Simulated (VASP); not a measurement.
Calculation: optB88-vdW, VASP's PBE PAW potentials (set 64) (plane waves; VASP).

A VASP calculation is set up with these files.

File POSCAR:
```
ZnS
1.0
  0.0000000000   2.7050000000   2.7050000000
  2.7050000000   0.0000000000   2.7050000000
  2.7050000000   2.7050000000   0.0000000000
Zn S
1 1
direct
  0.0000000000   0.0000000000   0.0000000000
  0.2500000000   0.2500000000   0.2500000000
```

**INCAR**
```
AGGAC = 0.0
ALGO = Normal
EDIFF = 1E-6
EDIFFG = -0.01
ENCUT = 520
GGA = BO
IBRION = 2
ISIF = 3
ISMEAR = 0
LASPH = .True.
LCHARG = .False.
LMAXMIX = 4
LREAL = .False.
LUSE_VDW = .True.
LWAVE = .False.
NELM = 100
NSW = 60
PARAM1 = 0.1833333333
PARAM2 = 0.22
PREC = Accurate
SIGMA = 0.05
SYSTEM = ZnS
```

**KPOINTS**
```
Automatic mesh
0
G
 8 8 8
0 0 0
```

POTCAR, in this order: Zn S (PBE.64 set). Program: vasp_std.

Question: What does the run give for the energy per atom (σ→0), volume per atom, band gap (on the k-mesh)?

Answer: 
| Property | Result |
|---|---|
| energy per atom (σ→0) | -1.096 eV/atom |
| band gap (on the k-mesh) | 1.96 eV |
| volume per atom | 20.07 Å³/atom |

File OSZICAR:
```
...
       N       E                     dE             d eps       ncg     rms          rms(c)
DAV:   1    -0.219411093171E+01   -0.19341E-02   -0.23889E-02   904   0.351E+00    0.311E-01
DAV:   2    -0.219250598862E+01    0.16049E-02   -0.56889E-03   894   0.230E+00    0.118E-01
DAV:   3    -0.219232081839E+01    0.18517E-03   -0.22303E-04   784   0.142E-01    0.532E-02
DAV:   4    -0.219227879782E+01    0.42021E-04   -0.20204E-05   907   0.756E-02    0.275E-02
DAV:   5    -0.219227176433E+01    0.70335E-05   -0.69755E-06  1107   0.560E-02    0.497E-03
DAV:   6    -0.219227183301E+01   -0.68690E-07   -0.22493E-06   606   0.204E-02
   3 F= -.21922718E+01 E0= -.21922718E+01  d E =-.167155E-02
```

The compound is ZnS in the zinc blende structure. This run relaxes it. Symmetry was kept, so distortions that lower it aren't found.
